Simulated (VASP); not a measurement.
```xyz
2
Lattice="1.9339 1.1165 3.3099 -1.9339 1.1165 3.3099 0.0000 -2.2331 3.3099" Properties=species:S:1:pos:R:3 pbc="T T T"
Sb     0.0000     0.0000     7.5703
P      0.0000     0.0000     2.3593
```

These are PBE GGA, VASP's PBE PAW potentials (set 64) (plane waves; VASP) values and carry that method's errors. Numerical set-up: 300 eV cut-off, 7×7×7 Γ-centred mesh, Gaussian smearing of 0.27 eV, potentials Sb P.

**Question.** Which forces act on the atoms, in eV/Å?

**Answer.** 
| atom | Fx | Fy | Fz |
|---|---|---|---|
| Sb1 | 0.000 | 0.000 | 0.057 |
| P2 | 0.000 | 0.000 | -0.057 |

**Question.** Give the stress tensor in GPa (positive for a compressed cell).

**Answer.** 
```
5.95  0.00  0.00
0.00  5.95  0.00
0.00  0.00  5.33
```
The pressure is its mean diagonal, 5.74 GPa.

The structure was generated: SbP was put into an ordered model structure, which need not be its known phase. The cell was not relaxed at this level.
